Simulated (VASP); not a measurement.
The system is Ge.

```
CELL_PARAMETERS angstrom
0.00000 2.82877 2.82877
2.82877 0.00000 2.82877
2.82877 2.82877 0.00000
ATOMIC_POSITIONS crystal
Ge 0.50000 0.50000 0.50000
Ge 0.75000 0.75000 0.75000
```

| Quantity | Value |
| --- | --- |
| Program | VASP 6.6.1 |
| Task | relaxation of cell and atoms |
| Functional | PBE |
| Dispersion | D3(BJ) |
| Potentials or basis | VASP PAW PBE potentials, release 64 (Ge_d) |
| Cutoff | 600 eV |
| k mesh | 14 × 14 × 14 |
| Occupations | gaussian, width 0.1 eV |
| Spin | no spin polarisation |

At the start: pressure 1.5 GPa; volume 22.64 Å³/atom.

Problem. How do energy, volume and symmetry change on relaxing?

Solution. Over 3 steps the energy falls by 2.3 meV/atom and the volume is 23.14 Å³/atom (+2.2 %); space group Fd-3m (No. 227, to 0.05 Å).

The path:
```
step  energy change (eV)  largest force (eV/Å)  pressure (GPa)  volume (Å³)
   1              0.0000                0.0000            1.46        45.27
   2             -0.0040                0.0000           -0.50        46.63
   3             -0.0045                0.0000            0.01        46.28
```

Final structure:
```xyz
2
Lattice="0.0000 2.8496 2.8496 2.8496 0.0000 2.8496 2.8496 2.8496 0.0000" Properties=species:S:1:pos:R:3 pbc="T T T"
Ge    2.8496    2.8496    2.8496
Ge    4.2744    4.2744    4.2744
```

Caveat: pairwise dispersion overbinds metals, which lowers pressure and volume.
